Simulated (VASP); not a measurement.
These are revPBE GGA, VASP's PBE PAW potentials (set 64) (plane waves; VASP 6.6.1) values and carry that method's errors.

VASP ran on this input.

**KPOINTS**
```
Automatic mesh
0
Gamma
15 15 15
0 0 0
```

**INCAR**
```
SYSTEM = Ir
PREC = Accurate
ENCUT = 520
EDIFF = 1E-6
NELM = 100
ALGO = Normal
LREAL = .FALSE.
LASPH = .TRUE.
ISMEAR = 1
SIGMA = 0.1
GGA = RE
LMAXMIX = 6
LWAVE = .FALSE.
LCHARG = .FALSE.
IBRION = 2
ISIF = 3
NSW = 60
EDIFFG = -0.01
```

**POSCAR**
```
Ir
1
    0.0000000000     1.9413480217     1.9413480217
    1.9413480217     0.0000000000     1.9413480217
    1.9413480217     1.9413480217    -0.0000000000
Ir
1
Direct
  0.0000000000   0.0000000000   0.0000000000
```

POTCAR, in this order: Ir (PBE.64 set). Program: vasp_std.

What VASP printed:

**OUTCAR**
```
 ion  position               nearest neighbor table
   1  0.000  0.000  0.000-
  LATTYP: Found a face centered cubic cell.
 ALAT       =     3.8826960434
 Subroutine PRICEL returns:
 Original cell was already a primitive cell.
 Subroutine GETGRP returns: Found 48 space group operations
The static configuration has the point symmetry O_h .
The dynamic configuration has the point symmetry O_h .
 Subroutine INISYM returns: Found 48 space group operations
 Subroutine IBZKPT returns following result:
 Found    120 irreducible k-points:

 Following reciprocal coordinates:
            Coordinates               Weight
  0.000000  0.000000  0.000000      1.000000
  0.066667  0.000000  0.000000      8.000000
  0.133333  0.000000  0.000000      8.000000
  0.200000  0.000000  0.000000      8.000000
  0.266667  0.000000  0.000000      8.000000
  0.333333  0.000000  0.000000      8.000000
  0.400000  0.000000  0.000000      8.000000
  0.466667  0.000000  0.000000      8.000000
  0.066667  0.066667  0.000000      6.000000
  0.133333  0.066667  0.000000     24.000000
...
```

File OSZICAR:
```
       N       E                     dE             d eps       ncg     rms          rms(c)
DAV:   1     0.454484887340E+02    0.45448E+02   -0.45137E+03  1936   0.102E+03
DAV:   2    -0.818122228424E+01   -0.53630E+02   -0.52197E+02  1928   0.212E+02
DAV:   3    -0.886207378179E+01   -0.68085E+00   -0.67909E+00  2728   0.320E+01
DAV:   4    -0.886602834032E+01   -0.39546E-02   -0.39543E-02  2488   0.181E+00
DAV:   5    -0.886605984665E+01   -0.31506E-04   -0.31507E-04  2912   0.105E-01    0.137E+01
DAV:   6    -0.841126996778E+01    0.45479E+00   -0.99234E-01  2232   0.140E+01    0.564E+00
DAV:   7    -0.832982497966E+01    0.81445E-01   -0.30964E-01  2504   0.728E+00    0.155E+00
DAV:   8    -0.832487354958E+01    0.49514E-02   -0.19773E-03  2120   0.698E-01    0.579E-01
DAV:   9    -0.832396156620E+01    0.91198E-03   -0.80992E-04  2504   0.466E-01    0.155E-02
DAV:  10    -0.832396897739E+01   -0.74112E-05   -0.40444E-06  2576   0.202E-02    0.631E-03
DAV:  11    -0.832396912220E+01   -0.14481E-06   -0.15114E-07  1520   0.503E-03
   1 F= -.83239691E+01 E0= -.83238472E+01  d E =-.832397E+01
```

### OUTCAR
```
------------------------ aborting loop because EDIFF is reached ----------------------------------------
  FORCE on cell =-STRESS in cart. coord.  units (eV):
  Direction    XX          YY          ZZ          XY          YZ          ZX
  --------------------------------------------------------------------------------------
  Total       -0.0029782     -0.0029782     -0.0029782      0.0000000      0.0000000     -0.0000000
  in kB       -0.3260792     -0.3260792     -0.3260792      0.0000000      0.0000000     -0.0000000
  external PRESSURE =      -0.3260792 kB  Pullay stress =       0.0000000 kB
  volume of cell :       14.63
      direct lattice vectors                 reciprocal lattice vectors
     0.000000000  1.941348022  1.941348022    -0.257552996  0.257552996  0.257552996
     1.941348022  0.000000000  1.941348022     0.257552996 -0.257552996  0.257552996
     1.941348022  1.941348022  0.000000000     0.257552996  0.257552996 -0.257552996
 POSITION                                       TOTAL-FORCE (eV/Angst)
 -----------------------------------------------------------------------------------
      0.00000      0.00000      0.00000         0.000000      0.000000     -0.000000
 -----------------------------------------------------------------------------------
    total drift:                                0.000000      0.000000     -0.000000
  FREE ENERGIE OF THE ION-ELECTRON SYSTEM (eV)
  ---------------------------------------------------
  free  energy   TOTEN  =        -8.3239691222 eV

  energy  without entropy=       -8.3236034810  energy(sigma->0) =       -8.32384724

 reached required accuracy - stopping structural energy minimisation
```
(Selected blocks of OUTCAR.)

The compound is Ir in the fcc structure. It was relaxed first. The start is the result of an earlier pass.
